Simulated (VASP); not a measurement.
Write the native input for VASP 6.6.1 that does the following.

| Quantity | Value |
| --- | --- |
| Task | relaxation of cell and atoms |
| Functional | PBE |
| Potentials or basis | VASP PAW PBE potentials, release 64 (B, C) |
| Cutoff | 520 eV |
| k mesh | 8 × 8 × 5 |
| Occupations | gaussian, width 0.15 eV |
| Spin | no spin polarisation |
| Further INCAR settings | PREC = Normal; ALGO = Fast; EDIFF = 0.0001; IBRION = 2; EDIFFG = -0.08; NSW = 24; ISIF = 3 |

The structure of B2C lies in POSCAR:

```
B2C
1.0
    2.8197320200      0.0000000000      0.0000000000
   -1.4098660100      2.4419595600      0.0000000000
    0.0000000000      0.0000000000      3.9676835500
B C
2 1
Direct
    0.3333333300      0.6666666700      0.5000000000
    0.6666666700      0.3333333300      0.5000000000
    0.0000000000      0.0000000000      0.0000000000
```

The cell was built by a generator and needn't be a form met in nature.

One way to write it, as run:

INCAR

```
SYSTEM = B2C
PREC     = Normal         ! precision mode
ENCUT    = 520            ! plane-wave cutoff, eV
EDIFF    = 1E-4           ! SCF threshold, eV
ISMEAR   = 0              ! smearing method
SIGMA    = 0.15           ! smearing width, eV
LREAL    = .FALSE.        ! projectors in reciprocal space
LASPH    = .TRUE.         ! aspherical terms in the spheres
NELM     = 60             ! most SCF steps
ALGO     = Fast           ! electronic algorithm
ISIF     = 3              ! what is computed and relaxed
LWAVE    = .FALSE.        ! write WAVECAR
LCHARG   = .FALSE.        ! write CHGCAR
GGA      = PE             ! functional
IBRION   = 2              ! ionic algorithm
NSW      = 24             ! ionic steps
EDIFFG   = -0.08          ! ionic threshold
KPAR     = 2
```

KPOINTS

```
Automatic mesh
0
G
  8 8 5
  0 0 0
```

Potentials or basis: VASP PAW PBE potentials, release 64 (B, C).

The run is started by

```sh
$ cat potpaw_PBE.64/B/POTCAR potpaw_PBE.64/C/POTCAR > POTCAR
$ mpirun -np 2 vasp_std > vasp.out
```

Results of the run:

The relaxed volume is 7.18 Å³/atom. The relaxed cell is a = 2.920 Å, b = 2.920 Å, c = 2.919 Å, α = 90.00°, β = 90.00°, γ = 120.00°, the space group after relaxing (to 0.05 Å) is P6/mmm (No. 191) and the energy gained by relaxing is 418.7 meV/atom. The ionic steps are 10 and the pressure after relaxing is 0.3 GPa. The band gap on the k mesh is none (metal or under the smearing width).

Caveat: the volume moved by over 15 % at a fixed basis, so the end points are rough.

Wall time 12 s on 2 MPI ranks on AMD EPYC 7R13 Processor (Zen 3), with other jobs on the host, peak memory 0.1 GiB a rank.
